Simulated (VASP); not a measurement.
Given:

```yaml
crystal:
  lattice:
    - [0.00000, 2.96280, 2.96280]
    - [2.96280, 0.00000, 2.96280]
    - [2.96280, 2.96280, 0.00000]
  atoms:
    - { symbol: Hg, position: [0.00000, 0.00000, 0.00000] }
    - { symbol: S, position: [0.25000, 0.25000, 0.25000] }
```

Method: PBE GGA with D3 dispersion (Becke-Johnson damping), VASP's PBE PAW potentials (set 64) (plane waves; VASP). Settings: 520 eV cut-off, 10×10×10 Γ-centred mesh, first-order Methfessel-Paxton smearing of 0.10 eV, potentials Hg S.

Unless said otherwise, spin-orbit coupling is left out, though it shifts the bands of the heavy elements here.

**Question.** Predict the energy per atom (σ→0), band gap (on the k-mesh) with the smallest direct gap where there is one.

**Answer.** 
- band gap (on the k-mesh): none (metal, semimetal or under 0.01 eV)
- energy per atom (σ→0): -248.8 kJ/mol of atoms

Total energies compare only between runs with the same potentials, cut-off and functional.

The compound is HgS in the zinc blende structure, metacinnabar; cinnabar is the stable form. It was relaxed first. The start is the result of an earlier pass.
